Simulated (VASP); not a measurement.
# A VASP study of Zr (Zirconium) (PBE + D3(BJ)): structure first, properties next

Aim: relax Zr (Zirconium) with PBE + D3(BJ), compute its properties on that cell and hold them against experiment. The steps: relaxing cell and atoms (PBE + D3(BJ)), second relaxation, single point with fields (PBE + D3(BJ)), bands along the symmetry lines (PBE + D3(BJ)), density of states (PBE + D3(BJ)), volume scan with PBE + D3(BJ), fit for PBE + D3(BJ), core-level energies (PBE + D3(BJ)) and bands along the symmetry lines (PBE + D3(BJ) + SOC). The start is a cell from a database of measured crystal structures.

Program: VASP 6.6.1. Level of theory: PBE with D3(BJ); plane waves and PAW (Zr_sv), in the first sound run; inputs show where later runs differ. Results are calculated unless marked as measured.

The experiments to compare with:

“The preparation of Zr-deuteride and phase stability studies of the Zr-D system” (2017, arxiv:1701.02117) reports for Zr, hexagonal close-packed (alpha), by neutron powder diffraction, Rietveld (commercial-grade powder, deuterated, multiphase, after 286 C anneal, 300 K): lattice constant a (a of alpha-Zr after heat treatment) 3.2349 ± 0.0003 Å [alpha-Zr in a multiphase deuterated commercial-grade powder; may contain dissolved …]; lattice constant c (c of alpha-Zr after heat treatment) 5.1512 ± 0.0001 Å [alpha-Zr in a multiphase deuterated commercial-grade powder; may contain dissolved …].

This is a report of a sequence of runs, with most program output left out.

**1. The starting structure**

Before any relaxation, the start is as follows. Symmetry: P6_3/mmc, No. 194, hexagonal system. Conventional cell: a = 3.232 Å, b = 3.232 Å, c = 5.147 Å, α = 90.00°, β = 90.00°, γ = 120.00°. Nearest to Zr lie 12 Zr at 3.18 to 3.23 Å.

**2. Relaxing cell and atoms (PBE + D3(BJ))**

The start need not lie at this functional's minimum. ISIF = 3 frees volume, shape and positions, and EDIFFG sets the threshold on forces and stress at which the search stops. PBE, the usual starting point, adds the gradient of the density. A dispersion term adds the long-range attraction that semilocal functionals lack. D3 with Becke-Johnson damping keeps a finite attraction at short range.

Contents of INCAR:

```
SYSTEM = Zr
PREC = Accurate
ENCUT = 400
EDIFF = 1E-06
NELM = 100
ISMEAR = 1
SIGMA = 0.2
LREAL = .FALSE.
ALGO = Normal
GGA = PE
IVDW = 12
NBANDS = 18
LORBIT = 11
LWAVE = .FALSE.
LCHARG = .FALSE.
KPAR = 2
IBRION = 2
NSW = 60
ISIF = 3
EDIFFG = -0.01
```

Contents of POSCAR:

```
Zr
1.0
    3.2320000000      0.0000000000      0.0000000000
   -1.6160000000      2.7989941050      0.0000000000
    0.0000000000      0.0000000000      5.1470000000
Zr
2
Direct
    0.3333333333      0.6666666667      0.2500000000
    0.6666666667      0.3333333333      0.7500000000
```

Contents of KPOINTS:

```
Automatic mesh
0
Gamma
7 7 4
0 0 0
```

PAW data sets: Zr_sv (PBE family, release 64).

The run is started by

```bash
> mpirun -np 2 vasp_std
```

The job ended after 21 s (2 MPI ranks of AMD EPYC 7R43, shared host; peak memory 0.25 GiB; 41 s of CPU time).

The k-mesh is coarse for a metal. Dispersion corrections of this kind ignore metallic screening and tend to overbind metals. The run keeps the 24 symmetry operations of its start, so it cannot find a distortion of lower symmetry.

Step by step:

```csv
step,energy less that of the first step (eV),largest force (eV/Å),pressure (GPa),volume (Å³)
1,0.0000,0.0000,-3.44,46.56
2,0.0005,0.0000,3.89,43.27
3,-0.0186,0.0000,-0.01,44.89
```

```csv
"conventional cell, symmetrised",before,after,change
a (Å),3.232,3.193,-1.2 %
b (Å),3.232,3.193,-1.2 %
c (Å),5.147,5.083,-1.2 %
volume (Å³/atom),23.28,22.45,-3.6 %
```

The relaxed structure:

```cif
data_structure
_symmetry_space_group_name_H-M 'P 1'
_symmetry_Int_Tables_number 1
_cell_length_a 3.1934
_cell_length_b 3.1934
_cell_length_c 5.0833
_cell_angle_alpha 90.000
_cell_angle_beta 90.000
_cell_angle_gamma 120.000
_cell_volume 44.89
loop_
_atom_site_label
_atom_site_type_symbol
_atom_site_fract_x
_atom_site_fract_y
_atom_site_fract_z
_atom_site_occupancy
Zr1 Zr 0.33333 0.66667 0.25000 1
Zr2 Zr 0.66667 0.33333 0.75000 1
```

This step gave:

- electrons: 24
- bands: 18
- irreducible k-points: 24
- symmetry operations: 24
- free energy (TOTEN): -18.11 eV
- energy at zero smearing: -18.11 eV
- Fermi energy: 9.489 eV
- pressure: -0.005596 GPa
- metallic: yes
- SCF cycles over all ionic steps: 29

It ends with forces that vanish by symmetry and a pressure of -0.01 GPa. The volume lies -3.6 % from that of the database's start, which holds the thermal and zero-point expansion of its experiment.

**3. Second relaxation**

The basis stayed that of the start cell while the cell moved. A rerun from the cell reached resets it; the error of the finite cutoff stays.

INCAR is that of step 2.

Contents of POSCAR:

```
Zr
1.0
    3.1933754732      0.0000000000      0.0000000000
   -1.5966877366      2.7655442835      0.0000000000
    0.0000000000      0.0000000000      5.0832539806
Zr
2
Direct
    0.3333333333      0.6666666667      0.2500000000
    0.6666666667      0.3333333333      0.7500000000
```

KPOINTS is that of step 2.

The run is started by

```bash
> mpirun -np 2 vasp_std
```

Wall time 18 s (2 MPI ranks); peak memory 0.25 GiB; 36 s of CPU time.

Little changed from the start: no atom moved by 0.005 Å and no cell edge by 0.1 %.

This step gave:

- free energy (TOTEN): -18.10 eV
- energy at zero smearing: -18.10 eV
- Fermi energy: 9.501 eV
- pressure: 0.01183 GPa
- SCF cycles over all ionic steps: 25

It ends with forces that vanish by symmetry and a pressure of 0.01 GPa. The volume moved by only 0.11 %, so the cell is settled.

**4. Single point with fields (PBE + D3(BJ))**

The relaxed cell gets a fresh self-consistent run, on a basis set for its own volume, to fix the density and to check the remaining stress.

INCAR: that of step 3 with these lines changed.

```diff
@@ -14,7 +14,5 @@
 LWAVE = .FALSE.
-LCHARG = .FALSE.
-KPAR = 2
-IBRION = 2
-NSW = 60
-ISIF = 3
-EDIFFG = -0.01
+LCHARG = .TRUE.
+ISIF = 2
+LELF = .TRUE.
+LVHAR = .TRUE.
```

Contents of POSCAR:

```
Zr
1.0
    3.1925578549      0.0000000000      0.0000000000
   -1.5962789275      2.7648362053      0.0000000000
    0.0000000000      0.0000000000      5.0802816299
Zr
2
Direct
    0.3333333333      0.6666666667      0.2500000000
    0.6666666667      0.3333333333      0.7500000000
```

KPOINTS is that of step 3.

The run is started by

```bash
> mpirun -np 2 vasp_std
```

Wall time 9.8 s (2 MPI ranks); peak memory 0.21 GiB.

Numbers from this step:

```
SCF cycles : 12
pressure   : 0.009732 GPa
```

Valence electrons inside each PAW sphere by angular momentum. Sphere charges, by row:

| atom | s (e) | p (e) | d (e) | tot (e) |
| --- | --- | --- | --- | --- |
| Zr1 | 2.239 | 5.962 | 1.667 | 9.867 |
| Zr2 | 2.239 | 5.962 | 1.667 | 9.867 |

Valence density in the ac plane at fractional y = 0.333, with atoms of Zr within 0.2 Å of it. It is the smooth field of the valence electrons, not physical close to the nuclei.

Values in e/Å³, 22 rows by 16 columns, each cell a mean:
```
0.2 0.2 0.2 0.2 0.2 0.2 0.2 0.2 0.3 0.4 0.5 0.5 0.4 0.3 0.3 0.2
0.2 0.2 0.2 0.2 0.2 0.2 0.2 0.4 0.6 1.0 1.3 1.3 1.1 0.8 0.5 0.3
0.3 0.2 0.2 0.2 0.2 0.2 0.4 0.7 1.4 2.2 2.8 2.9 2.4 1.7 0.9 0.5
0.3 0.2 0.2 0.2 0.2 0.3 0.6 1.3 2.4 3.7 4.5 4.7 4.0 2.9 1.6 0.7
0.4 0.2 0.2 0.2 0.2 0.3 0.7 1.7 3.3 4.8 5.6 5.7 5.1 3.8 2.2 1.0
0.4 0.2 0.2 0.2 0.2 0.3 0.8 1.8 3.4 4.9 5.7 5.8 5.2 3.9 2.2 1.0
0.4 0.2 0.2 0.2 0.2 0.3 0.6 1.3 2.6 3.9 4.7 4.9 4.3 3.0 1.7 0.8
0.3 0.2 0.2 0.2 0.2 0.2 0.4 0.8 1.5 2.4 3.1 3.2 2.7 1.8 1.0 0.5
0.2 0.2 0.2 0.2 0.2 0.2 0.3 0.4 0.7 1.1 1.5 1.5 1.3 0.9 0.5 0.3
0.2 0.2 0.2 0.2 0.2 0.2 0.2 0.2 0.3 0.5 0.6 0.6 0.5 0.4 0.3 0.2
0.2 0.2 0.2 0.2 0.2 0.2 0.2 0.2 0.2 0.3 0.3 0.3 0.3 0.2 0.2 0.2
0.2 0.2 0.2 0.2 0.2 0.2 0.2 0.2 0.2 0.2 0.2 0.2 0.2 0.2 0.2 0.2
0.2 0.2 0.2 0.2 0.2 0.2 0.2 0.2 0.2 0.2 0.2 0.2 0.2 0.2 0.2 0.2
0.3 0.3 0.4 0.4 0.4 0.3 0.2 0.2 0.2 0.2 0.2 0.2 0.2 0.2 0.2 0.2
0.3 0.5 0.6 0.6 0.5 0.4 0.3 0.2 0.2 0.2 0.2 0.2 0.2 0.2 0.2 0.3
0.4 0.6 0.8 0.8 0.7 0.5 0.4 0.3 0.2 0.2 0.2 0.2 0.2 0.2 0.2 0.3
0.4 0.6 0.8 0.8 0.7 0.5 0.4 0.3 0.2 0.2 0.2 0.2 0.2 0.2 0.2 0.3
0.4 0.5 0.6 0.6 0.6 0.4 0.3 0.2 0.2 0.2 0.2 0.2 0.2 0.2 0.2 0.3
0.3 0.3 0.4 0.4 0.4 0.3 0.2 0.2 0.2 0.2 0.2 0.2 0.2 0.2 0.2 0.2
0.2 0.2 0.3 0.3 0.2 0.2 0.2 0.2 0.2 0.2 0.2 0.2 0.2 0.2 0.2 0.2
0.2 0.2 0.2 0.2 0.2 0.2 0.2 0.2 0.2 0.2 0.2 0.2 0.2 0.2 0.2 0.2
0.2 0.2 0.2 0.2 0.2 0.2 0.2 0.2 0.2 0.2 0.2 0.2 0.2 0.2 0.2 0.2
```
Columns run along a (3.2 Å), rows up along c (5.1 Å). Atoms in or near the plane, at fractional coordinates: Zr at (0.67, 0.75).

ELF in the ac plane at fractional y = 0.333, with atoms of Zr within 0.2 Å of it. It is the smooth field of the valence electrons, not physical close to the nuclei.

Values, 22 rows by 16 columns, each cell a mean:
```
0.24 0.34 0.43 0.44 0.37 0.27 0.19 0.16 0.18 0.24 0.30 0.31 0.26 0.20 0.16 0.17
0.17 0.28 0.41 0.43 0.33 0.20 0.15 0.20 0.34 0.49 0.58 0.59 0.53 0.39 0.24 0.15
0.15 0.21 0.33 0.35 0.25 0.16 0.19 0.38 0.60 0.72 0.77 0.78 0.75 0.65 0.45 0.24
0.18 0.17 0.26 0.28 0.20 0.17 0.30 0.58 0.75 0.80 0.81 0.80 0.81 0.78 0.66 0.39
0.23 0.16 0.22 0.24 0.18 0.18 0.40 0.69 0.80 0.81 0.78 0.77 0.80 0.81 0.75 0.50
0.23 0.16 0.22 0.23 0.18 0.19 0.41 0.70 0.81 0.81 0.78 0.77 0.80 0.82 0.76 0.52
0.19 0.17 0.25 0.27 0.20 0.17 0.32 0.60 0.77 0.81 0.80 0.80 0.81 0.79 0.68 0.41
0.16 0.20 0.32 0.34 0.24 0.16 0.21 0.41 0.63 0.74 0.78 0.79 0.76 0.68 0.49 0.25
0.17 0.27 0.40 0.42 0.32 0.20 0.15 0.22 0.38 0.53 0.61 0.62 0.56 0.43 0.26 0.16
0.23 0.34 0.43 0.44 0.37 0.26 0.18 0.16 0.20 0.27 0.33 0.34 0.30 0.22 0.16 0.17
0.28 0.33 0.35 0.36 0.33 0.29 0.25 0.22 0.21 0.23 0.24 0.25 0.23 0.22 0.22 0.24
0.24 0.22 0.21 0.21 0.22 0.23 0.26 0.31 0.36 0.40 0.43 0.43 0.42 0.38 0.33 0.28
0.17 0.16 0.16 0.16 0.16 0.17 0.21 0.31 0.43 0.54 0.61 0.62 0.58 0.48 0.35 0.23
0.15 0.17 0.20 0.21 0.19 0.17 0.18 0.26 0.41 0.57 0.67 0.69 0.62 0.47 0.30 0.19
0.18 0.25 0.32 0.33 0.29 0.22 0.19 0.23 0.37 0.55 0.67 0.69 0.61 0.43 0.26 0.17
0.22 0.33 0.41 0.43 0.37 0.28 0.21 0.22 0.34 0.53 0.66 0.68 0.59 0.40 0.23 0.18
0.23 0.34 0.42 0.44 0.38 0.29 0.21 0.22 0.34 0.52 0.66 0.68 0.59 0.40 0.23 0.18
0.19 0.26 0.33 0.35 0.30 0.23 0.19 0.23 0.36 0.54 0.67 0.69 0.60 0.43 0.25 0.17
0.16 0.18 0.22 0.23 0.20 0.17 0.18 0.26 0.41 0.57 0.67 0.69 0.62 0.47 0.29 0.18
0.17 0.15 0.16 0.16 0.16 0.17 0.21 0.30 0.43 0.55 0.62 0.63 0.59 0.48 0.34 0.23
0.23 0.21 0.20 0.20 0.21 0.22 0.26 0.31 0.37 0.43 0.45 0.46 0.44 0.40 0.34 0.27
0.28 0.31 0.32 0.32 0.31 0.29 0.26 0.24 0.24 0.25 0.27 0.27 0.26 0.25 0.24 0.25
```
Columns run along a (3.2 Å), rows up along c (5.1 Å). Atoms in or near the plane, at fractional coordinates: Zr at (0.67, 0.75).

Electrostatic potential energy in the ac plane at fractional y = 0.333, with atoms of Zr within 0.2 Å of it. With pseudopotentials it is smooth inside the atoms' cores, unlike the true potential.

Ten even steps from '0' (-65 eV) to '9' (1 eV):
```
9999999998888899
9999999876555689
9999998753223468
8999997531001246
8999986310000135
7999986310000025
7999986310000025
8999986310000135
8999997531001246
9999998753223468
9999999876555689
9999999998888899
9999999999999999
9999999999999999
9999999999999999
9988899999999999
8877789999999999
8766678999999999
7665678999999998
7665678999999998
8766678999999999
8877789999999999
9988899999999999
9999999999999999
9999999999999999
9999999999999999
```
Columns run along a (3.2 Å; values clipped at the 3rd and 97th percentile), rows up along c (5.1 Å). Atoms in or near the plane, at fractional coordinates: Zr at (0.67, 0.75).

In this run the pressure is 0.01 GPa, small enough to go on.

**5. Bands along the symmetry lines (PBE + D3(BJ))**

Levels along the symmetry lines show where the bands peak and cross; KPOINTS_OPT computes them in the converged potential.

Contents of INCAR:

```
SYSTEM = Zr
PREC = Accurate
ENCUT = 400
EDIFF = 1E-06
NELM = 100
ISMEAR = 1
SIGMA = 0.2
LREAL = .FALSE.
ALGO = Normal
GGA = PE
IVDW = 12
NBANDS = 24
LORBIT = 11
LWAVE = .FALSE.
LCHARG = .FALSE.
KPAR = 2
```

POSCAR is that of step 4.

KPOINTS is that of step 4.

Contents of KPOINTS_OPT:

```
Line mode
16
Line-mode
Reciprocal
  0.00000000   0.00000000   0.00000000 GAMMA
  0.50000000   0.00000000   0.00000000 M

  0.50000000   0.00000000   0.00000000 M
  0.33333333   0.33333333   0.00000000 K

  0.33333333   0.33333333   0.00000000 K
  0.00000000   0.00000000   0.00000000 GAMMA

  0.00000000   0.00000000   0.00000000 GAMMA
  0.00000000   0.00000000   0.50000000 A

  0.00000000   0.00000000   0.50000000 A
  0.50000000   0.00000000   0.50000000 L

  0.50000000   0.00000000   0.50000000 L
  0.33333333   0.33333333   0.50000000 H

  0.33333333   0.33333333   0.50000000 H
  0.00000000   0.00000000   0.50000000 A

  0.50000000   0.00000000   0.50000000 L
  0.50000000   0.00000000   0.00000000 M

  0.33333333   0.33333333   0.00000000 K
  0.33333333   0.33333333   0.50000000 H
```

The run is started by

```bash
> mpirun -np 2 vasp_std
```

Wall time 46 s (2 MPI ranks); peak memory 0.29 GiB.

Numbers from this step:

```
bands    : 24
pressure : 0.01385 GPa
```

The electronic bands at the labelled points (eV, zero at the Fermi level; # counts the bands kept):

```csv
point,#1,#2,#3,#4,#5,#6,#7,#8
Γ,-5.80,-3.21,0.79,0.79,0.96,1.25,1.52,1.52
0.53 of the way,-4.05,-2.18,-1.16,-0.66,0.64,1.03,1.20,2.61
M,-2.78,-2.64,-2.33,-0.21,0.44,0.75,1.46,5.03
0.47 of the way,-2.31,-2.26,-2.19,-0.59,0.22,0.61,1.55,4.52
K,-2.32,-1.45,-1.45,-1.23,0.20,0.20,1.81,4.42
0.47 of the way,-3.51,-1.65,-1.43,-1.25,0.37,0.65,1.41,2.54
Γ,-5.80,-3.21,0.79,0.79,0.96,1.25,1.52,1.52
0.47 of the way,-5.34,-3.25,0.51,0.61,0.62,0.62,1.20,1.20
A,-4.04,-4.04,-0.03,-0.03,0.69,0.69,0.69,0.69
0.53 of the way,-2.95,-2.95,-0.90,-0.90,0.41,0.41,1.83,1.83
L,-3.06,-3.06,-1.20,-1.20,1.69,1.69,2.20,2.20
0.47 of the way,-2.61,-2.61,-0.94,-0.94,0.39,0.39,2.38,2.38
H,-1.59,-1.59,-1.41,-1.41,-0.07,-0.07,2.02,2.02
0.47 of the way,-2.65,-2.65,-0.81,-0.81,-0.02,-0.02,1.83,1.83
A,-4.04,-4.04,-0.03,-0.03,0.69,0.69,0.69,0.69
jump to L,-3.06,-3.06,-1.20,-1.20,1.69,1.69,2.20,2.20
0.47 of the way,-3.23,-2.67,-1.30,-1.20,0.96,1.11,1.87,3.94
M,-2.78,-2.64,-2.33,-0.21,0.44,0.75,1.46,5.03
jump to K,-2.32,-1.45,-1.45,-1.23,0.20,0.20,1.81,4.42
0.47 of the way,-2.03,-1.50,-1.50,-1.21,0.05,0.05,1.74,3.55
H,-1.59,-1.59,-1.41,-1.41,-0.07,-0.07,2.02,2.02
```

There is no gap at this level.

Of the bands kept, 4 cross the Fermi level on this path.

**6. Density of states (PBE + D3(BJ))**

Here the states are counted by energy and projected on the atoms. The mesh is finer than in the run before.

INCAR: that of step 5 with these lines changed.

```diff
@@ -5,3 +5,3 @@
 NELM = 100
-ISMEAR = 1
+ISMEAR = -5
 SIGMA = 0.2
@@ -16 +16,2 @@
 KPAR = 2
+NEDOS = 2001
```

POSCAR is that of step 5.

Contents of KPOINTS:

```
Automatic mesh
0
Gamma
10 10 6
0 0 0
```

The run is started by

```bash
> mpirun -np 2 vasp_std
```

It took 24 s on 2 MPI ranks; peak memory 0.29 GiB; 46 s of CPU time.

With tetrahedra the forces and stress of a metal are not exact derivatives of the energy.

This step gave:

- irreducible k-points: 56
- free energy (TOTEN): -18.11 eV
- Fermi energy: 9.470 eV
- pressure: -0.05257 GPa
- DOS at the Fermi level: 1.844 states/eV/cell

The density of states has structure finer than the step of the table below, so its rows give means over 0.25 eV, whole bins alone (the curve runs from -12.0 to 1.88 eV). Peaks (eV: height): total -2.249: 3.14, -0.849: 4.69, 0.130: 4.26, 0.900: 4.15, 1.320: 5.24, 1.705: 2.94; Zr d -2.249: 1.37, -0.849: 2.36, 0.130: 2.45, 0.900: 2.47, 1.320: 3.29, 1.705: 1.89; Zr s -3.053: 0.293, -0.849: 0.0668, 0.865: 0.047.

States under -12.0 eV and over 1.9 eV are left out. Density of states against energy, zero at the Fermi level; means over each step; values in states/eV/cell:

| energy (eV) | total | Zr d | Zr s |
| --- | --- | --- | --- |
| -6.00 | 0 | 0 | 0 |
| -5.75 | 0.00415 | 0 | 0.00130 |
| -5.50 | 0.0676 | 0 | 0.0206 |
| -5.25 | 0.117 | 4.4e-4 | 0.0347 |
| -5.00 | 0.160 | 0.00115 | 0.0466 |
| -4.75 | 0.206 | 0.00258 | 0.0584 |
| -4.50 | 0.248 | 0.00577 | 0.0672 |
| -4.25 | 0.301 | 0.0104 | 0.0786 |
| -4.00 | 0.363 | 0.0176 | 0.0911 |
| -3.75 | 0.458 | 0.0350 | 0.107 |
| -3.50 | 0.594 | 0.0672 | 0.127 |
| -3.25 | 0.966 | 0.182 | 0.173 |
| -3.00 | 2.10 | 0.644 | 0.271 |
| -2.75 | 2.06 | 0.695 | 0.224 |
| -2.50 | 2.64 | 1.03 | 0.213 |
| -2.25 | 2.89 | 1.24 | 0.169 |
| -2.00 | 2.39 | 1.08 | 0.102 |
| -1.75 | 1.68 | 0.773 | 0.0542 |
| -1.50 | 1.93 | 0.946 | 0.0405 |
| -1.25 | 2.39 | 1.22 | 0.0301 |
| -1.00 | 3.21 | 1.65 | 0.0396 |
| -0.75 | 4.02 | 2.02 | 0.0499 |
| -0.50 | 1.54 | 0.791 | 0.0142 |
| -0.25 | 0.806 | 0.440 | 0.00522 |
| 0.00 | 2.07 | 1.12 | 0.0128 |
| 0.25 | 3.92 | 2.28 | 0.0275 |
| 0.50 | 3.55 | 2.09 | 0.0347 |
| 0.75 | 3.23 | 1.87 | 0.0383 |
| 1.00 | 3.33 | 1.97 | 0.0290 |
| 1.25 | 4.16 | 2.56 | 0.0267 |
| 1.50 | 3.03 | 1.91 | 0.0181 |
| 1.75 | 2.00 | 1.32 | 0.00962 |

The finer mesh and the other smearing move the Fermi level by -0.03 eV from the 7×7×4 run, a small shift, which tests the Fermi level alone. Of the states within 0.3 eV of the Fermi level, the largest shares in the PAW spheres are Zr d 56 %. The rest lies in smaller channels or between the spheres.

**7. Volume scan with PBE + D3(BJ)**

An equation of state needs energies on both sides of the minimum, all on one mesh and cutoff.

Contents of INCAR:

```
SYSTEM = Zr
PREC = Accurate
ENCUT = 400
EDIFF = 1E-06
NELM = 100
ISMEAR = 1
SIGMA = 0.2
LREAL = .FALSE.
ALGO = Normal
GGA = PE
IVDW = 12
NBANDS = 18
LORBIT = 11
LWAVE = .FALSE.
LCHARG = .FALSE.
KPAR = 2
ISIF = 2
```

Contents of POSCAR:

```
Zr
1.0
    3.1273853259      0.0000000000      0.0000000000
   -1.5636926630      2.7083951396      0.0000000000
    0.0000000000      0.0000000000      4.9765733130
Zr
2
Direct
    0.3333333333      0.6666666667      0.2500000000
    0.6666666667      0.3333333333      0.7500000000
```

Contents of KPOINTS:

```
Automatic mesh
0
Gamma
7 7 4
0 0 0
```

The run is started by

```bash
> mpirun -np 2 vasp_std
```

Elapsed: 6 s, on 2 MPI ranks; peak memory 0.22 GiB.

The scan keeps the cell's shape and the fractional positions fixed.

This step gave:

* bands: 18
* irreducible k-points: 24
* free energy (TOTEN): -18.04 eV
* Fermi energy: 10.22 eV
* pressure: 6.743 GPa

The pressure here is 6.74 GPa.

**8. Volume scan with PBE + D3(BJ) (run 2)**

INCAR is that of step 7.

Contents of POSCAR:

```
Zr
1.0
    3.1494098919      0.0000000000      0.0000000000
   -1.5747049460      2.7274689732      0.0000000000
    0.0000000000      0.0000000000      5.0116207587
Zr
2
Direct
    0.3333333333      0.6666666667      0.2500000000
    0.6666666667      0.3333333333      0.7500000000
```

KPOINTS is that of step 7.

The run is started by

```bash
> mpirun -np 2 vasp_std
```

Elapsed: 9.2 s, on 2 MPI ranks; peak memory 0.24 GiB; 17 s of CPU time.

Numbers from this step:

```yaml
free_energy_toten: -18.08 eV
energy_at_zero_smearing: -18.08 eV
fermi_energy: 9.972 eV
pressure: 4.304 GPa
```

The pressure falls from 6.74 to 4.30 GPa.

The run ends at a pressure of 4.30 GPa.

**9. Volume scan with PBE + D3(BJ) (run 3)**

INCAR is that of step 8.

Contents of POSCAR:

```
Zr
1.0
    3.1711306465      0.0000000000      0.0000000000
   -1.5855653233      2.7462796985      0.0000000000
    0.0000000000      0.0000000000      5.0461847527
Zr
2
Direct
    0.3333333333      0.6666666667      0.2500000000
    0.6666666667      0.3333333333      0.7500000000
```

KPOINTS is that of step 8.

The run is started by

```bash
> mpirun -np 2 vasp_std
```

The job ended after 10 s (2 MPI ranks; peak memory 0.25 GiB).

The pressure falls from 4.30 to 2.06 GPa.

The run ends at a pressure of 2.06 GPa.

**10. Volume scan with PBE + D3(BJ) (run 4)**

INCAR is that of step 9.

Contents of POSCAR:

```
Zr
1.0
    3.1925578549      0.0000000000      0.0000000000
   -1.5962789275      2.7648362053      0.0000000000
    0.0000000000      0.0000000000      5.0802816299
Zr
2
Direct
    0.3333333333      0.6666666667      0.2500000000
    0.6666666667      0.3333333333      0.7500000000
```

KPOINTS is that of step 9.

The run is started by

```bash
> mpirun -np 2 vasp_std
```

It took 9.4 s on 2 MPI ranks; peak memory 0.25 GiB; 18 s of CPU time.

The pressure falls from 2.06 to 0.01 GPa.

The run ends at a pressure of 0.01 GPa.

**11. Volume scan with PBE + D3(BJ) (run 5)**

INCAR is that of step 10.

Contents of POSCAR:

```
Zr
1.0
    3.2137012383      0.0000000000      0.0000000000
   -1.6068506192      2.7831469125      0.0000000000
    0.0000000000      0.0000000000      5.1139268596
Zr
2
Direct
    0.3333333333      0.6666666667      0.2500000000
    0.6666666667      0.3333333333      0.7500000000
```

KPOINTS is that of step 10.

The run is started by

```bash
> mpirun -np 2 vasp_std
```

Run time: 9.4 s. Hardware: 2 MPI ranks; peak memory 0.23 GiB.

The pressure falls from 0.01 to -1.88 GPa.

The run ends at a pressure of -1.88 GPa.

**12. Volume scan with PBE + D3(BJ) (run 6)**

INCAR is that of step 11.

Contents of POSCAR:

```
Zr
1.0
    3.2345700129      0.0000000000      0.0000000000
   -1.6172850065      2.8012198014      0.0000000000
    0.0000000000      0.0000000000      5.1471351074
Zr
2
Direct
    0.3333333333      0.6666666667      0.2500000000
    0.6666666667      0.3333333333      0.7500000000
```

KPOINTS is that of step 11.

The run is started by

```bash
> mpirun -np 2 vasp_std
```

Elapsed: 9.2 s, on 2 MPI ranks; peak memory 0.25 GiB; 17 s of CPU time.

The pressure falls from -1.88 to -3.58 GPa.

The run ends at a pressure of -3.58 GPa.

(Part 1 of 2 ends here.)

[Lines on the potential files, build, host, timing and source positions are cut from VASP's logs without a mark.]

[Logs are printed without paths, hosts, clocks, repeated set-up lines and the standing remarks that a program may print on its own settings, such as how far it seeks lower states.]

[Hosts, paths, dates, database ids (printed as entryN), source tags and the programs' standing remarks are cut or masked in the printed files.]

[Measured values are set beside computed ones only where the two were judged alike; some that the calculation misses by far are left out.]
